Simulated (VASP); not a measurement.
Sn2GeO2:

```
CELL_PARAMETERS angstrom
3.67656 0.00000 0.00000
-1.83828 3.18400 0.00000
0.00000 0.00000 9.24091
ATOMIC_POSITIONS crystal
Sn 0.00000 0.00000 0.24492
Sn 0.00000 0.00000 0.75508
Ge 0.66667 0.33333 0.50000
O 0.00000 0.00000 0.50000
O 0.33333 0.66667 0.50000
```

The cell was built by a generator and needn't be a form met in nature.

```yaml
Program: VASP 6.6.1
Task: relaxation of cell and atoms
Functional: PBE
Potentials_or_basis: VASP PAW PBE potentials, release 64 (Sn_d, Ge_d, O)
Cutoff: 520 eV
k_mesh: 4 × 4 × 2
Occupations: gaussian, width 0.15 eV
Spin: no spin polarisation
```

At the start: pressure 4.2 GPa; volume 21.64 Å³/atom.

Task: How do energy, volume and symmetry change on relaxing?

Result: Over 17 steps the energy falls by 192.0 meV/atom and the volume is 24.63 Å³/atom (+13.9 %); space group P-6m2 (No. 187, to 0.05 Å).

Step by step:
```
step  energy change (eV)  largest force (eV/Å)  pressure (GPa)  volume (Å³)
   1              0.0000                0.2354            4.25       108.18
   2             -0.4225                0.8812           -1.23       117.19
   3             -0.5362                1.2677           -3.35       122.98
   4             -0.9034                0.4693           -0.83       121.32
   5             -0.9478                0.3465            1.07       120.47
   6             -0.9487                0.1606            0.84       120.58
   7             -0.9573                0.2301            0.46       122.08
   8             -0.9579                0.2553            0.09       122.89
   9             -0.9580                0.2340            0.50       122.60
  10             -0.9580                0.2474            0.12       122.75
  11             -0.9580                0.2457            0.04       122.70
  12             -0.9580                0.2407            0.33       122.64
  13             -0.9589                0.0690           -0.55       123.49
  14             -0.9598                0.1149            0.18       123.13
  15             -0.9597                0.0158           -0.52       123.26
  16             -0.9599                0.0820           -0.44       123.20
  17             -0.9599                0.0700           -0.24       123.17
```

Final structure:
```yaml
crystal:
  lattice:
    - [4.16924, 0.00000, 0.00000]
    - [-2.08462, 3.61067, 0.00000]
    - [0.00000, 0.00000, 8.18219]
  atoms:
    - { symbol: Sn, position: [0.00000, 0.00000, 0.25389] }
    - { symbol: Sn, position: [0.00000, 0.00000, 0.74611] }
    - { symbol: Ge, position: [0.66667, 0.33333, 0.50000] }
    - { symbol: O, position: [0.00000, 0.00000, 0.50000] }
    - { symbol: O, position: [0.33333, 0.66667, 0.50000] }
```

Caveat: the k mesh is coarse (spacing up to 0.49 Å⁻¹), so the values aren't converged; the relaxation stopped at a loose force limit of 0.08 eV/Å, so its end isn't a converged minimum.
